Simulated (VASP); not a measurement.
Elastic constants (GPa) of a crystal from VASP with PBE GGA, VASP's PBE PAW potentials (set 64):

|  | xx | yy | zz | yz | xz | xy |
|---|---|---|---|---|---|---|
| xx | 275.1 | 90.8 | 90.8 | 0.0 | 0.0 | 0.0 |
| yy | 90.8 | 275.1 | 90.8 | 0.0 | 0.0 | 0.0 |
| zz | 90.8 | 90.8 | 275.1 | 0.0 | 0.0 | 0.0 |
| yz | 0.0 | 0.0 | 0.0 | 143.6 | 0.0 | 0.0 |
| xz | 0.0 | 0.0 | 0.0 | 0.0 | 143.6 | 0.0 |
| xy | 0.0 | 0.0 | 0.0 | 0.0 | 0.0 | 143.6 |

### Question
Work out the Voigt, Reuss and Hill moduli, Young's modulus and Poisson's ratio.

### Answer
All eigenvalues are positive (smallest 143.6 GPa), so the crystal is stable. K_V = (C11+C22+C33+2(C12+C13+C23))/9 = (825.3 + 2×272.4)/9 = 152.2 GPa; G_V = (825.3 − 272.4 + 3×430.8)/15 = 123.0 GPa. From the compliances, K_R = 152.2 GPa and G_R = 117.4 GPa. Hill: K = 152.2 GPa, G = 120.2 GPa, E = 9KG/(3K+G) = 285.5 GPa, ν = (3K−2G)/(2(3K+G)) = 0.187. K/G = 1.27, below Pugh's 1.75; universal anisotropy A^U = 0.24.

### Question
With a density of 3.49 g/cm³, what are the mean sound speeds?

### Answer
v_l = √((K+4G/3)/ρ) = 9.46 km/s and v_t = √(G/ρ) = 5.86 km/s. The crystal is MgO (rock salt), cubic.

The compound is MgO in the rock salt structure. It was relaxed first.
